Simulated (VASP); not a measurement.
Input:

```
GaP
1.0
    0.00000     2.77191     2.77191
    2.77191     0.00000     2.77191
    2.77191     2.77191     0.00000
Ga P
1 1
Cartesian
  0.00000   0.00000   0.00000
  1.38596   1.38596   1.38596
```

Method: PBEsol GGA, VASP's PBE PAW potentials (set 64) (plane waves; VASP). Numerical set-up: 520 eV cut-off, 8×8×8 Γ-centred mesh, Gaussian smearing of 0.050 eV, potentials Ga_d P.

Problem. Predict the energy per atom (σ→0), pressure, band gap (on the k-mesh) with the smallest direct gap where there is one.

Solution. 
```
Quantity                                      Value
-----------------------------------  --------------
band gap (on the k-mesh)                    1.34 eV
smallest direct gap (on the k-mesh)         1.34 eV
energy per atom (σ→0)                -4.943 eV/atom
pressure                                  -4.33 GPa
```

The compound is GaP in the zinc blende structure. This cell is one point of a volume scan, at 1.06 of the reference volume.
